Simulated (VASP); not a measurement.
Output of a VASP run:

OUTCAR:
```
 ion  position               nearest neighbor table
   1  0.000  0.000  0.000-   2 2.46   2 2.46   2 2.46   2 2.46
   2  0.250  0.250  0.250-   1 2.46   1 2.46   1 2.46   1 2.46
  LATTYP: Found a face centered cubic cell.
 ALAT       =     5.6898414664
 Subroutine PRICEL returns:
 Original cell was already a primitive cell.
 Subroutine GETGRP returns: Found 24 space group operations
The static configuration has the point symmetry T_d .
The dynamic configuration has the point symmetry T_d .
 Subroutine INISYM returns: Found 24 space group operations
 Subroutine IBZKPT returns following result:
 Found     16 irreducible k-points:

 Following reciprocal coordinates:
            Coordinates               Weight
  0.000000  0.000000  0.000000      1.000000
  0.166667  0.000000  0.000000      8.000000
  0.333333  0.000000  0.000000      8.000000
  0.500000  0.000000  0.000000      4.000000
  0.166667  0.166667  0.000000      6.000000
  0.333333  0.166667  0.000000     24.000000
  0.500000  0.166667  0.000000     24.000000
 -0.333333  0.166667  0.000000     24.000000
 -0.166667  0.166667  0.000000     12.000000
  0.333333  0.333333  0.000000      6.000000
  0.500000  0.333333  0.000000     24.000000
 -0.333333  0.333333  0.000000     12.000000
  0.500000  0.500000  0.000000      3.000000
  0.500000  0.333333  0.166667     24.000000
 -0.333333  0.333333  0.166667     24.000000
 -0.333333  0.500000  0.166667     12.000000
 Subroutine IBZKPT_HF returns following result:
   k-points           NKPTS =     16   k-points in BZ     NKDIM =    216   number of bands    NBANDS=     13
   number of dos      NEDOS =    301   number of ions     NIONS =      2
   total plane-waves  NPLWV =  27000
   dimension x,y,z NGX =    30 NGY =   30 NGZ =   30
   dimension x,y,z NGXF=    60 NGYF=   60 NGZF=   60
   ions per type =               1   1
   PREC   = accura    normal or accurate (medium, high low for compatibility)
   ISTART =      1    job   : 0-new  1-cont  2-samecut
   ICHARG =      0    charge: 1-file 2-atom 10-const
   ISPIN  =      1    spin polarized calculation?
   LNONCOLLINEAR =      F non collinear calculations
   LSORBIT =      F    spin-orbit coupling
   INIWAV =      1    electr: 0-lowe 1-rand  2-diag
   ENCUT  =  520.0 eV  38.22 Ry    6.18 a.u.   7.48  7.48  7.48*2*pi/ulx,y,z
   NELM   =     60;   NELMIN=  2; NELMDL=  0     # of ELM steps
   EDIFF  = 0.1E-05   stopping-criterion for ELM
   LREAL  =      F    real-space projection
   NLSPLINE    = F    spline interpolate recip. space projectors
   LMAXMIX     =    4 max onsite mixed and CHGCAR
   VOSKOWN=      0    Vosko Wilk Nusair interpolation
   EDIFFG = 0.1E-04   stopping-criterion for IOM
   NSW    =      0    number of steps for IOM
   NBLOCK =      1;   KBLOCK =      1    inner block; outer block
   IBRION =     -1    ionic relax: 0-MD 1-quasi-New 2-CG
   NFREE  =      0    steps in history (QN), initial steepest desc. (CG)
   ISIF   =      2    stress and relaxation
   ISYM   =      3    0-nonsym 1-usesym 2-fastsym
   TEIN   =    0.0    initial temperature
   TEBEG  =    0.0;   TEEND  =   0.0 temperature during run
   SMASS  =  -3.00    Nose mass-parameter (am)
   PSTRESS=    0.0 pullay stress
   NELECT =      18.0000    total number of electrons
   EFERMI =   0.00;   METHOD = LEGACY
   ISMEAR =     0;   SIGMA  =   0.05  broadening in eV -4-tet -1-fermi 0-gaus
   IALGO  =     38    algorithm
   LDIAG  =      T    sub-space diagonalisation (order eigenvalues)
   IMIX   =      1    mixing-type and parameters
     AMIX     =   0.40;   BMIX     =  1.00
     AMIX_MAG =   1.60;   BMIX_MAG =  1.00
     AMIN     =   0.10
   GGA     = PS    functional components
   VOSKOWN =     0    Vosko Wilk Nusair interpolation
   LHFCALC =     T    Hartree Fock is set to
   NKREDX  =     1    reduce k-point grid by
   AEXX    =    0.2500 exact exchange contribution
   HFSCREEN=    0.2000 screening length (either q_TF or 0.3 A-1)
   HFRCUT  =    0.0000 spherical cutoff for potential kernel
...
```

OSZICAR:
```
       N       E                     dE             d eps       ncg     rms          rms(c)
DAV:   1    -0.104212745824E+02   -0.10421E+02   -0.62754E-01   639   0.162E+01    0.207E+00
DAV:   2    -0.104207613994E+02    0.51318E-03   -0.42779E-02   623   0.358E+00    0.137E+00
DAV:   3    -0.104192709064E+02    0.14905E-02   -0.42018E-03   561   0.120E+00    0.800E-01
DAV:   4    -0.104188532096E+02    0.41770E-03   -0.53077E-04   496   0.291E-01    0.445E-01
DAV:   5    -0.104187257025E+02    0.12751E-03   -0.10383E-04   456   0.959E-02    0.254E-01
DAV:   6    -0.104186889279E+02    0.36775E-04   -0.24706E-05   504   0.457E-02    0.143E-01
DAV:   7    -0.104186762894E+02    0.12639E-04   -0.51165E-06   449   0.219E-02    0.795E-02
DAV:   8    -0.104186716901E+02    0.45992E-05   -0.16501E-06   421   0.110E-02    0.436E-02
DAV:   9    -0.104186701778E+02    0.15123E-05   -0.56780E-07   233   0.583E-03    0.242E-02
DAV:  10    -0.104186696588E+02    0.51900E-06   -0.32000E-07   223   0.450E-03
   1 F= -.10418670E+02 E0= -.10418670E+02  d E =-.818319E-13
```

File OUTCAR:
```
------------------------ aborting loop because EDIFF is reached ----------------------------------------
  FORCE on cell =-STRESS in cart. coord.  units (eV):
  Direction    XX          YY          ZZ          XY          YZ          ZX
  --------------------------------------------------------------------------------------
  Total       -0.7184363     -0.7184363     -0.7184363     -0.0000000      0.0000000      0.0000000
  in kB      -24.9952981    -24.9952981    -24.9952981     -0.0000000      0.0000000      0.0000000
  external PRESSURE =     -24.9952981 kB  Pullay stress =       0.0000000 kB
  volume of cell :       46.05
      direct lattice vectors                 reciprocal lattice vectors
     0.000000000  2.844920733  2.844920733    -0.175751821  0.175751821  0.175751821
     2.844920733  0.000000000  2.844920733     0.175751821 -0.175751821  0.175751821
     2.844920733  2.844920733  0.000000000     0.175751821  0.175751821 -0.175751821
  FREE ENERGIE OF THE ION-ELECTRON SYSTEM (eV)
  ---------------------------------------------------
  free  energy   TOTEN  =       -10.4186696588 eV

  energy  without entropy=      -10.4186696588  energy(sigma->0) =      -10.41866966

  exchange ACFDT corr.  =         0.00000000  see jH, gK, PRB 81, 115126
```
(Selected blocks of OUTCAR.)

POSCAR:
```
GaAs
1
    0.0000000000     2.8449207332     2.8449207332
    2.8449207332     0.0000000000     2.8449207332
    2.8449207332     2.8449207332     0.0000000000
Ga As
1 1
Direct
  0.0000000000   0.0000000000   0.0000000000
  0.2500000000   0.2500000000   0.2500000000
```

Reconstruct the remaining input files.

One answer among several that fit: the input of the run itself, HSEsol screened hybrid, plane waves, VASP's PBE PAW potentials (set 64).

### KPOINTS
```
Regular mesh
0
Gamma
6 6 6
```

**INCAR**
```
! general
SYSTEM   = GaAs
PREC     = Accurate
ENCUT    = 520
LREAL    = .False.
LASPH    = .True.
ISYM     = 3

! electronic loop
EDIFF    = 1E-6
NELM     = 60
ALGO     = Normal
LMAXMIX  = 4

! smearing
ISMEAR   = 0
SIGMA    = 0.05

! functional
GGA      = PS
LHFCALC  = .True.
AEXX     = 0.25
HFSCREEN = 0.2
PRECFOCK = Fast

! ions
ISIF     = 2

! output
LWAVE    = .False.
LCHARG   = .False.
```

POTCAR, in this order: Ga_d As (PBE.64 set). Program: vasp_std. Read from the step before: WAVECAR.

The compound is GaAs in the zinc blende structure. This cell is one point of a volume scan, at 0.97 of the reference volume. The cell's shape comes from a PBE relaxation.
